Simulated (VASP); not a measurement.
Consider the following.

```xyz
4
Lattice="1.5773 -2.7319 0.0000 1.5773 2.7319 0.0000 0.0000 0.0000 5.0925" Properties=species:S:1:pos:R:3 pbc="T T T"
Zn     1.5773    -0.9106     2.5526
Zn     1.5773     0.9106     0.0064
O      1.5773    -0.9106     4.4853
O      1.5773     0.9106     1.9390
```

The numbers are results of PBE GGA, VASP's PBE PAW potentials (set 64) (plane waves; VASP 6.6.1), not measurements. Run with 600 eV cut-off, 8×8×4 Γ-centred mesh, Gaussian smearing of 0.050 eV, potentials Zn O.

### Question
Give the stress tensor in GPa (positive for a compressed cell).

### Answer

```
20.92   0.00   0.00
 0.00  20.92   0.00
 0.00   0.00  20.34
```
The pressure is its mean diagonal, 20.73 GPa.

The compound is ZnO in the wurtzite structure. This cell was strained or had an atom moved on purpose.
